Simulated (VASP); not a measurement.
A VASP calculation is set up with these files.

### KPOINTS
```
kpoints
0
Gamma
5 5 5
0 0 0
```

**POSCAR**
```
Ga2O3
1
    2.4987000000     1.4426250000     4.4835500000
   -2.4987000000     1.4426250000     4.4835500000
    0.0000000000    -2.8852500000     4.4835500000
Ga O
4 6
Direct
  0.8417650000   0.8619260000   0.8595070000
  0.1274880000   0.1493370000   0.1573140000
  0.6371820000   0.6585930000   0.6306120000
  0.3645300000   0.3612850000   0.3522870000
  0.7577650000   0.4299070000   0.0688970000
  0.2490850000   0.5520860000   0.9484720000
  0.0626620000   0.7368000000   0.4637910000
  0.9535880000   0.2542800000   0.5309470000
  0.4568520000   0.0399660000   0.7466620000
  0.5490830000   0.9558200000   0.2415110000
```

INCAR:
```
! general
SYSTEM  = Ga2O3
PREC    = Accurate
ENCUT   = 400
LREAL   = .FALSE.
LASPH   = .TRUE.

! electronic loop
EDIFF   = 1E-6
NELM    = 100
ALGO    = Normal
LMAXMIX = 4

! smearing
ISMEAR  = 0
SIGMA   = 0.01

! functional
GGA     = RE

! ions
IBRION  = 2
NSW     = 50
ISIF    = 3
EDIFFG  = -0.01

! output
LWAVE   = .FALSE.
LCHARG  = .FALSE.
```

POTCAR, in this order: Ga_d O (PBE.64 set). Program: vasp_std.

Translate this revPBE calculation to Ansatz.

One equivalent input (not run):
Ansatz 0.2 input:
```yaml
crystal:
  lattice:
    - [2.4987000, 1.4426250, 4.4835500]
    - [-2.4987000, 1.4426250, 4.4835500]
    - [0.0000000, -2.8852500, 4.4835500]
  atoms:
    - { symbol: Ga, position: [0.8417650, 0.8619260, 0.8595070] }
    - { symbol: Ga, position: [0.1274880, 0.1493370, 0.1573140] }
    - { symbol: Ga, position: [0.6371820, 0.6585930, 0.6306120] }
    - { symbol: Ga, position: [0.3645300, 0.3612850, 0.3522870] }
    - { symbol: O, position: [0.7577650, 0.4299070, 0.0688970] }
    - { symbol: O, position: [0.2490850, 0.5520860, 0.9484720] }
    - { symbol: O, position: [0.0626620, 0.7368000, 0.4637910] }
    - { symbol: O, position: [0.9535880, 0.2542800, 0.5309470] }
    - { symbol: O, position: [0.4568520, 0.0399660, 0.7466620] }
    - { symbol: O, position: [0.5490830, 0.9558200, 0.2415110] }
kpoints:
  mp_grid: { grid: [5, 5, 5] }
hamiltonian:
  xc: revpbe
  pseudopotentials: { kind: paw }
scf:
  occupations: { method: gaussian, width: 0.01 }
  max_iter: 100
relax:
  max_steps: 50
  f_tol: 0.01
  cell: {}
output: { forces: true, stress: true, eigenvalues: true }
```
Limits of the translation: each code has its own PAW files, so the cut-off isn't converted (ENCUT is set for VASP's; basis.ecutwfc is left out, and Ansatz then takes the one that its files recommend); Ansatz stops its SCF on the density residual and VASP on the energy change (EDIFF).

The structure comes from a computed database's Ga2O3 entry; how it stands against other phases isn't given here. This run relaxes it. The run is one of a series of settings (EDIFFG = -0.01, IBRION = 2, ISIF = 3, NSW = 50 against the base run), some of them coarse on purpose.
